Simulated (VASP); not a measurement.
Band gaps of Li3BrO (space group Pm-3m) from VASP (PAW), without and with spin-orbit coupling. Semilocal levels are at their own relaxed cell, hybrids and mBJ at PBE's; 0.00 means no gap at that level.

The cell of the LDA run:

```
Li3BrO
1.0
    3.86997     0.00000     0.00000
    0.00000     3.86997     0.00000
    0.00000     0.00000     3.86997
Li Br O
3 1 1
Direct
  0.50000   0.00000   0.00000
  0.00000   0.50000   0.00000
  0.00000   0.00000   0.50000
  0.50000   0.50000   0.50000
  0.00000   0.00000   0.00000
```

| level | gap without SOC (eV) | gap with SOC (eV) | shift (eV) |
|---|---|---|---|
| LDA | 4.29 | (withheld) | (withheld) |

Fill in the missing entries.

- LDA, gap with SOC (eV): 4.26
- LDA, shift (eV): -0.03

Only levels that ran to the end are used. Left out are those held back, those with too coarse a band path, GW runs whose mesh misses a band edge, hybrids' fits of cells that aren't cubic and levels without matching references; a question may draw on a part of the rest.

The structure comes from a computed database's Li3BrO entry (Pm-3m); how it stands against other phases isn't given here. It was relaxed first, which changed the volume by -6 %. Symmetry was kept, so distortions that lower it aren't found.
